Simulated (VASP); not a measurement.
Input:

```yaml
crystal:
  lattice:
    - [3.04980, 0.00000, 0.00000]
    - [0.00000, 3.04980, 0.00000]
    - [0.00000, 0.00000, 3.04980]
  atoms:
    - { symbol: Al, position: [0.50000, 0.50000, 0.50000] }
    - { symbol: Ru, position: [0.00000, 0.00000, 0.00000] }
```

These are PBE GGA, VASP's PBE PAW potentials (set 64) (plane waves; VASP) values and carry that method's errors. Numerical set-up: 400 eV cut-off, 11×11×11 Γ-centred mesh, first-order Methfessel-Paxton smearing of 0.10 eV, potentials Al Ru_pv.

Task: What does the run give for the energy per atom (σ→0), pressure, band gap (on the k-mesh) with the smallest direct gap where there is one?

Result: 
```yaml
band gap (on the k-mesh): none (metal, semimetal or under 0.01 eV)
energy per atom (σ→0): -7.107 eV/atom
pressure: -8.87 GPa
```

Only differences to runs with the same potentials and settings are physical.

The compound is RuAl in the CsCl type structure. The cell was not relaxed at this level. The electron count is odd and the run is not spin-polarised, which forces a metal.
